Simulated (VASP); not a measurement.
# MoS2 (Molybdenite): input slips in a phonon run and what they do, part 3 of 3

Some phonon runs on MoS2 (Molybdenite) get a fault in the input on purpose. Which of them show, and how? The starting structure is a measured crystal structure from the Crystallography Open Database.

VASP 6.6.1.

Results so far: reference B1g (2) 474.5 cm⁻¹; a k mesh far too coarse B1g (2) 414.8 cm⁻¹.

**4. Modes with a loose electronic threshold**

Level of this step: LDA; plane waves and PAW (Mo_sv, S) (VASP).

A slip made on purpose: a loose electronic threshold. Against step 2 the input has EDIFF = 1E-04 (also changed: NELM).

INCAR

```
SYSTEM = MoS2
PREC = Accurate
ENCUT = 450
EDIFF = 1E-04
NELM = 60
ISMEAR = 0
SIGMA = 0.03
LREAL = .FALSE.
ALGO = Normal
GGA = CA
NBANDS = 32
LASPH = .TRUE.
LORBIT = 11
LWAVE = .FALSE.
LCHARG = .FALSE.
KPAR = 8
IBRION = 6
NFREE = 2
POTIM = 0.015
NSW = 1
ISIF = 2
```

POSCAR

```
MoS2
1.0
    3.1228392084      0.0000000000      0.0000000000
   -1.5614196043      2.7044580865      0.0000000000
    0.0000000000      0.0000000000     12.0633462919
Mo S
2 4
Direct
    0.6666666667      0.3333333333      0.7500000000
    0.3333333333      0.6666666667      0.2500000000
    0.6666666667      0.3333333333      0.3788645305
    0.3333333333      0.6666666667      0.8788645305
    0.6666666667      0.3333333333      0.1211354695
    0.3333333333      0.6666666667      0.6211354695
```

KPOINTS

```
Automatic mesh
0
Gamma
9 9 2
0 0 0
```

The projector-augmented-wave data sets are Mo_sv and S (LDA family, release 64).

Command:

```bash
$ mpirun -np 8 vasp_std
```

Log:

```text
[banner, memory and clock lines left out]
running    8 mpi-ranks, on    1 nodes
[...]
[... a notice as in an earlier step ...]

 LDA part: xc-table for (Slater(with rela. corr.)+CA(PZ))
 , standard interpolation
 POSCAR, INCAR and KPOINTS ok, starting setup
[...]
entering main loop
       N       E                     dE             d eps       ncg     rms          rms(c)
[... 10 cycles as in an earlier step ...]
DAV:  11    -0.489566894604E+02    0.78774E-04   -0.19578E-03  1872   0.256E-01    0.125E-01
DAV:  12    -0.489566585900E+02    0.30870E-04   -0.13141E-04  1240   0.586E-02
   1 F= -.48956659E+02 E0= -.48956659E+02  d E =-.297573E-55
[... from here on, the cycles between the ionic steps are left out ...]
   2 F= -.48954255E+02 E0= -.48954255E+02  d E =-.168485E-52
   3 F= -.48954227E+02 E0= -.48954227E+02  d E =-.169487E-52
   4 F= -.48953051E+02 E0= -.48953051E+02  d E =-.198284E-50
   5 F= -.48953078E+02 E0= -.48953078E+02  d E =-.205183E-50
   6 F= -.48955487E+02 E0= -.48955487E+02  d E =-.103692E-51
   7 F= -.48955522E+02 E0= -.48955522E+02  d E =-.992197E-52
   8 F= -.48954538E+02 E0= -.48954538E+02  d E =-.371111E-48
   9 F= -.48954607E+02 E0= -.48954607E+02  d E =-.190777E-53
 Finite differences progress:
  Degree of freedom:   4/  4
  Displacement:        2/  2
  Total:               8/  8
```

Elapsed: 31 s, on 8 MPI ranks of Intel Xeon 6975P-C (Granite Rapids), shared host; peak memory 3.4 GiB.

OUTCAR, selected parts (step 4):

```text
  Total        0.2086334      0.2086334      0.4619156     -0.0000000      0.0000000     -0.0000000
  in kB        3.2809282      3.2809282      7.2639949     -0.0000000      0.0000000     -0.0000000
  external PRESSURE =       4.6086171 kB  Pullay stress =       0.0000000 kB

 POSITION                                       TOTAL-FORCE (eV/Angst)
 -----------------------------------------------------------------------------------
      1.56142      0.90149      9.04751        -0.000000     -0.000000      0.001159
     -0.00000      1.80297      3.01584        -0.000000      0.000000     -0.237334
      1.56142      0.90149      4.55537         0.000000     -0.000000      0.275453
     -0.00000      1.80297     10.60205        -0.000000     -0.000000     -0.000096
      1.56142      0.90149      1.46130        -0.000000     -0.000000     -0.032116
     -0.00000      1.80297      7.49297        -0.000000     -0.000000     -0.007067
 -----------------------------------------------------------------------------------
    total drift:                                0.000259     -0.000022      0.005841

  FREE ENERGIE OF THE ION-ELECTRON SYSTEM (eV)
  ---------------------------------------------------
  free  energy   TOTEN  =       -48.9546070996 eV

  energy  without entropy=      -48.9546070996  energy(sigma->0) =      -48.95460710

[... 2 parts as in an earlier step ...]

[... 1 further part left out ...]
[key lines of the parts left out:]
E-fermi :   8.4080
```

With a loose electronic threshold the compared modes are at the top B1g (2) 475.0, A2u 470.0 cm⁻¹, at the bottom B1g (1) 62.9, E2g 61.4 cm⁻¹, with 4 more of the listed ones between; the largest shift among the levels compared is +25.7 cm⁻¹, in E2g, from the reference.

**5. Modes with low precision and real-space projectors**

A slip made on purpose: low precision and real-space projectors. Against step 2 the input has PREC = Low and LREAL = Auto (also changed: NELM).

Changes to INCAR since step 4:

```diff
@@ -1,5 +1,5 @@
 SYSTEM = MoS2
-PREC = Accurate
+PREC = Low
 ENCUT = 450
-EDIFF = 1E-04
+EDIFF = 1E-08
 NELM = 60
@@ -7,3 +7,3 @@
 SIGMA = 0.03
-LREAL = .FALSE.
+LREAL = Auto
 ALGO = Normal
```

POSCAR is that of step 4.

KPOINTS is that of step 4.

Command:

```bash
$ mpirun -np 8 vasp_std
```

Log:

```text
[banner, memory and clock lines left out]
running    8 mpi-ranks, on    1 nodes
[...]
[... a notice as in an earlier step ...]

|                                                                             |
|               ----> ADVICE to this user running VASP <----                  |
|                                                                             |
|     You have a (more or less) 'small supercell' and for smaller cells       |
|     it is recommended to use the reciprocal-space projection scheme!        |
|     The real-space optimization is not efficient for small cells and it     |
|     is also less accurate ...                                               |
|     Therefore, set LREAL=.FALSE. in the INCAR file.                         |
|                                                                             |

 LDA part: xc-table for (Slater(with rela. corr.)+CA(PZ))
 , standard interpolation
 POSCAR, INCAR and KPOINTS ok, starting setup
[...]
entering main loop
[...]
DAV:   1     0.438166952929E+03    0.43817E+03   -0.27509E+04  1728   0.139E+03
DAV:   2    -0.247679587303E+02   -0.46293E+03   -0.45118E+03  1840   0.391E+02
DAV:   3    -0.511712868613E+02   -0.26403E+02   -0.26185E+02  1960   0.807E+01
DAV:   4    -0.517111368278E+02   -0.53985E+00   -0.53840E+00  1848   0.118E+01
[...]
DAV:  15    -0.488650999279E+02   -0.14965E-07   -0.72054E-07  1896   0.481E-03    0.356E-03
DAV:  16    -0.488650997946E+02    0.13328E-06   -0.66180E-07  1952   0.513E-03    0.608E-04
DAV:  17    -0.488650997975E+02   -0.29149E-08   -0.31844E-08  1624   0.107E-03
   1 F= -.48865100E+02 E0= -.48865100E+02  d E =-.139841E-50
[... from here on, the cycles between the ionic steps are left out ...]
   2 F= -.48865287E+02 E0= -.48865287E+02  d E =-.824076E-52
   3 F= -.48865287E+02 E0= -.48865287E+02  d E =-.815832E-52
   4 F= -.48860401E+02 E0= -.48860401E+02  d E =-.986814E-50
   5 F= -.48860401E+02 E0= -.48860401E+02  d E =-.986812E-50
   6 F= -.48863812E+02 E0= -.48863812E+02  d E =-.369521E-51
   7 F= -.48863818E+02 E0= -.48863818E+02  d E =-.366391E-51
   8 F= -.48854071E+02 E0= -.48854071E+02  d E =-.137510E-47
   9 F= -.48872503E+02 E0= -.48872503E+02  d E =-.753913E-53
 Finite differences progress:
  Degree of freedom:   4/  4
  Displacement:        2/  2
  Total:               8/  8
```

Wall time 26 s (8 MPI ranks); peak memory 2.6 GiB; 3.3 min of CPU time.

Parts of OUTCAR (step 5):

```text
  Total       -0.5112157     -0.5112157     -1.1005212      0.0000000      0.0000000      0.0000000
  in kB       -8.0392790     -8.0392790    -17.3065825      0.0000000      0.0000000      0.0000000
  external PRESSURE =     -11.1283802 kB  Pullay stress =       0.0000000 kB

 POSITION                                       TOTAL-FORCE (eV/Angst)
 -----------------------------------------------------------------------------------
      1.56142      0.90149      9.04751         0.000000     -0.000000     -0.116409
     -0.00000      1.80297      3.01584         0.000000      0.000000     -0.350162
      1.56142      0.90149      4.55537         0.000000     -0.000000     -0.155623
     -0.00000      1.80297     10.60205        -0.000000     -0.000000     -1.122258
      1.56142      0.90149      1.46130         0.000000     -0.000000      0.859300
     -0.00000      1.80297      7.49297        -0.000000     -0.000000      0.885152
 -----------------------------------------------------------------------------------
    total drift:                                0.000000      0.000006      0.697869

  FREE ENERGIE OF THE ION-ELECTRON SYSTEM (eV)
  ---------------------------------------------------
  free  energy   TOTEN  =       -48.8725030948 eV

  energy  without entropy=      -48.8725030948  energy(sigma->0) =      -48.87250309

[... 2 parts as in an earlier step ...]

[... 1 further part left out ...]
[key lines of the parts left out:]
E-fermi :   8.4033
```

Three frequencies should lie near zero, those of the translations, and here fewer than three do (the smallest in size are -1.5, -45.8 and -45.8 cm⁻¹), so no mode of this run is used. As printed, the frequencies run from -45.8 to 471.7 cm⁻¹, imaginary ones as negative numbers.

**6. Modes with a structure that was not relaxed**

A slip made on purpose: a structure that was not relaxed. Against step 2 the input has another starting structure (also changed: NELM).

Changes to INCAR since step 5:

```diff
@@ -1,3 +1,3 @@
 SYSTEM = MoS2
-PREC = Low
+PREC = Accurate
 ENCUT = 450
@@ -7,3 +7,3 @@
 SIGMA = 0.03
-LREAL = Auto
+LREAL = .FALSE.
 ALGO = Normal
```

POSCAR

```
MoS2
1.0
    3.1610000000      0.0000000000      0.0000000000
   -1.5805000000      2.7375063014      0.0000000000
    0.0000000000      0.0000000000     12.2950000000
Mo S
2 4
Direct
    0.6666666667      0.3333333333      0.7500000000
    0.3333333333      0.6666666667      0.2500000000
    0.6666666667      0.3333333333      0.3725000000
    0.3333333333      0.6666666667      0.8725000000
    0.6666666667      0.3333333333      0.1275000000
    0.3333333333      0.6666666667      0.6275000000
```

KPOINTS is that of step 5.

Command:

```bash
$ mpirun -np 8 vasp_std
```

Log:

```text
[... set-up lines as in an earlier step ...]
 entering main loop
       N       E                     dE             d eps       ncg     rms          rms(c)
DAV:   1     0.430159769986E+03    0.43016E+03   -0.27219E+04  1728   0.138E+03
DAV:   2    -0.270925218617E+02   -0.45725E+03   -0.44528E+03  1840   0.387E+02
DAV:   3    -0.512802531434E+02   -0.24188E+02   -0.23999E+02  1984   0.785E+01
DAV:   4    -0.517633793989E+02   -0.48313E+00   -0.48233E+00  1856   0.110E+01
[...]
DAV:  15    -0.488678159552E+02   -0.13408E-06   -0.76470E-07  1968   0.446E-03    0.311E-03
DAV:  16    -0.488678158600E+02    0.95190E-07   -0.41610E-07  2000   0.403E-03    0.760E-04
DAV:  17    -0.488678158641E+02   -0.40627E-08   -0.32581E-08  1664   0.861E-04
   1 F= -.48867816E+02 E0= -.48867816E+02  d E =-.359510E-20
[... from here on, the cycles between the ionic steps are left out ...]
   2 F= -.48865281E+02 E0= -.48865281E+02  d E =-.566719E-20
   3 F= -.48865281E+02 E0= -.48865281E+02  d E =-.212563E-20
   4 F= -.48864053E+02 E0= -.48864053E+02  d E =-.125025E-19
   5 F= -.48864053E+02 E0= -.48864053E+02  d E =-.125568E-19
   6 F= -.48866592E+02 E0= -.48866592E+02  d E =-.301276E-20
   7 F= -.48866592E+02 E0= -.48866592E+02  d E =-.257498E-20
   8 F= -.48877125E+02 E0= -.48877125E+02  d E =-.112712E-18
   9 F= -.48854205E+02 E0= -.48854205E+02  d E =-.595689E-21
 Finite differences progress:
  Degree of freedom:   4/  4
  Displacement:        2/  2
  Total:               8/  8
```

Run time: 69 s. Hardware: 8 MPI ranks; peak memory 3.5 GiB; 9 min of CPU time.

From OUTCAR (step 6):

```text
  Total       -0.5956651     -0.5956651      4.2475011      0.0000000      0.0000000      0.0000000
  in kB       -8.9702505     -8.9702505     63.9640465      0.0000000      0.0000000      0.0000000
  external PRESSURE =      15.3411818 kB  Pullay stress =       0.0000000 kB

 POSITION                                       TOTAL-FORCE (eV/Angst)
 -----------------------------------------------------------------------------------
      1.58050      0.91250      9.22125        -0.000000     -0.000000      0.000709
     -0.00000      1.82500      3.07375        -0.000000      0.000000     -0.253955
      1.58050      0.91250      4.56489         0.000000     -0.000000      1.053839
     -0.00000      1.82500     10.72739        -0.000000     -0.000000      0.761850
      1.58050      0.91250      1.56761         0.000000     -0.000000     -0.798317
     -0.00000      1.82500      7.71511         0.000000     -0.000000     -0.764126
 -----------------------------------------------------------------------------------
    total drift:                               -0.000000     -0.000000     -0.000201

  FREE ENERGIE OF THE ION-ELECTRON SYSTEM (eV)
  ---------------------------------------------------
  free  energy   TOTEN  =       -48.8542046689 eV

  energy  without entropy=      -48.8542046689  energy(sigma->0) =      -48.85420467

[... 1 part as in an earlier step ...]

[... 2 further parts left out ...]
[key lines of the parts left out:]
E-fermi :   7.8058
```

With a structure that was not relaxed the compared modes are at the top B1g (2) 487.6, A2u 484.8 cm⁻¹, at the bottom B1g (1) 35.2, E2g 25.2 cm⁻¹, with 4 more of the listed ones between; the largest shift among the levels compared is -21.7 cm⁻¹, in B1g (1), from the reference.

**7. Comparison**

```
                                    run                 ended  B1g (2)    A2u    A1g    B2u    E1g    E2u  B1g (1)   E2g  core minutes
                              reference             converged    474.5  470.7  413.1  408.5  290.0  287.3     56.9  35.7          13.2
                a k mesh far too coarse             converged    414.8  367.9  389.5  315.1  266.7  254.6    157.9  37.1           0.8
           a loose electronic threshold             converged    475.0  470.0  413.9  409.0  288.4  285.8     62.9  61.4          4.13
low precision and real-space projectors  finished, not usable        -      -      -      -      -      -        -     -          3.47
       a structure that was not relaxed             converged    487.6  484.8  427.5  426.1  298.7  297.4     35.2  25.2           9.2
```

Modes are in cm⁻¹, degenerate ones as one, matched between runs by symmetry and order. A number in brackets counts the listed modes of one symmetry from the lowest. The symmetry labels come from an automatic analysis and can be wrong where levels nearly coincide. Levels within 1 cm⁻¹ of another in the first run are left out, since their labels are uncertain. Core minutes are wall time times ranks of the run shown, on a shared host.

**8. Results**

| Quantity | Value |
| --- | --- |
| B1g (2), reference | 474.5 cm⁻¹ |
| E2g, reference | 35.7 cm⁻¹ |
| B1g (2), a k mesh far too coarse | 414.8 cm⁻¹ |
| E2g, a k mesh far too coarse | 37.1 cm⁻¹ |
| B1g (2), a loose electronic threshold | 475.0 cm⁻¹ |
| E2g, a loose electronic threshold | 61.4 cm⁻¹ |
| B1g (2), a structure that was not relaxed | 487.6 cm⁻¹ |
| E2g, a structure that was not relaxed | 25.2 cm⁻¹ |
| run with low precision and real-space projectors | finished, not usable |

In words: Finished, but so rough that the translations don't all come out near zero: low precision and real-space projectors. Finished, but with signs in the output that stand out against the reference: a k mesh far too coarse, with modes among those compared off by up to -103 cm⁻¹, in A2u (signs: a pressure of 24.1 GPa on the undisplaced cell and forces of up to 5.17 eV/Å on the undisplaced atoms); a loose electronic threshold, with modes among those compared off by up to +26 cm⁻¹, in E2g (signs: a pressure of -0.1 GPa on the undisplaced cell and a translation at -4 cm⁻¹ instead of zero); a structure that was not relaxed, with modes among those compared off by up to -22 cm⁻¹, in B1g (1) (signs: a pressure of 1.1 GPa on the undisplaced cell and forces of up to 0.76 eV/Å on the undisplaced atoms). The frequencies are harmonic, and the splitting of polar modes by their long-range field is left out. Further runs on this material are not shown.

[Lines on the potential files, build, host, timing and source positions are cut from VASP's logs without a mark.]

[Logs are printed without paths, hosts, clocks, repeated set-up lines and the standing remarks that a program may print on its own settings, such as how far it seeks lower states.]

[Hosts, paths, dates, database ids (printed as entryN), source tags and the programs' standing remarks are cut or masked in the printed files.]
